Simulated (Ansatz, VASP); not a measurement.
# One calculation of GaB12, two programs

The input INCAR:

```
PREC = Accurate
ENCUT = 600
EDIFF = 1E-6
ISMEAR = 0
SIGMA = 0.1
LREAL = False
LASPH = True
NELM = 100
ALGO = Normal
ISIF = 3
LWAVE = False
LCHARG = False
GGA = PE
IBRION = 2
NSW = 100
EDIFFG = -0.01
```

File KPOINTS:

```
Automatic mesh
0
Gamma
  8 8 8
```

Contents of POSCAR:

```
GaB12
1.0
    4.9980485550      0.0000000000      0.0000000000
    0.0000000000      4.9980485550      0.0000000000
    0.0000000000      0.0000000000      4.9980485550
Ga B
1 12
Direct
    0.5000000000      0.5000000000      0.5000000000
    0.2472276079      0.5000000000      0.0000000000
    0.7527723921      0.5000000000      0.0000000000
    0.0000000000      0.2472276079      0.5000000000
    0.0000000000      0.7527723921      0.5000000000
    0.5000000000      0.0000000000      0.2472276079
    0.5000000000      0.0000000000      0.7527723921
    0.5000000000      0.2472276079      0.0000000000
    0.5000000000      0.7527723921      0.0000000000
    0.2472276079      0.0000000000      0.5000000000
    0.7527723921      0.0000000000      0.5000000000
    0.0000000000      0.5000000000      0.7527723921
    0.0000000000      0.5000000000      0.2472276079
```

Input for Ansatz:

```yaml
crystal:
  lattice:
    - [4.998048555, 0.0, 0.0]
    - [0.0, 4.998048555, 0.0]
    - [0.0, 0.0, 4.998048555]
  atoms:
    - { symbol: Ga, position: [0.5, 0.5, 0.5] }
    - { symbol: B, position: [0.2472276079, 0.5, 0.0] }
    - { symbol: B, position: [0.7527723921, 0.5, 0.0] }
    - { symbol: B, position: [0.0, 0.2472276079, 0.5] }
    - { symbol: B, position: [0.0, 0.7527723921, 0.5] }
    - { symbol: B, position: [0.5, 0.0, 0.2472276079] }
    - { symbol: B, position: [0.5, 0.0, 0.7527723921] }
    - { symbol: B, position: [0.5, 0.2472276079, 0.0] }
    - { symbol: B, position: [0.5, 0.7527723921, 0.0] }
    - { symbol: B, position: [0.2472276079, 0.0, 0.5] }
    - { symbol: B, position: [0.7527723921, 0.0, 0.5] }
    - { symbol: B, position: [0.0, 0.5, 0.7527723921] }
    - { symbol: B, position: [0.0, 0.5, 0.2472276079] }
basis:
  ecutwfc: 420
kpoints:
  mp_grid: { grid: [8, 8, 8] }
hamiltonian:
  xc: pbe
scf:
  occupations: { method: gaussian, width: 0.1 }
output:
  forces: true
  stress: true
  eigenvalues: true
relax:
  adjacent_minimum: "off"
  f_tol: 0.01
  max_steps: 80
  cell: { stress_tol: 0.05 }
```

Alike in both runs: task relaxation of cell and atoms; functional PBE; k mesh 8 × 8 × 8; occupations gaussian, width 0.1 eV; no spin polarisation.

|  | VASP | Ansatz |
| --- | --- | --- |
| version | VASP 6.6.1 | Ansatz 0.2.0 |
| potentials or method | VASP PAW PBE potentials, release 64 (Ga_d, B) | scalar-relativistic, plane waves, PAW |
| plane-wave cutoff (eV) | 600 | 420 |
| valence electrons in the cell | 49 | 49 |

```tsv
	VASP	Ansatz	Ansatz less VASP
gap on the k mesh at the Fermi level, each at its own relaxed structure (eV)	none	none	-
relaxed volume (Å³/atom)	9.60	9.60	0.000
relaxed cell length with the largest relative difference (Å)	4.998	4.998	-0.0001
```

A gap of «none» marks a metal or a gap that the smearing closes.
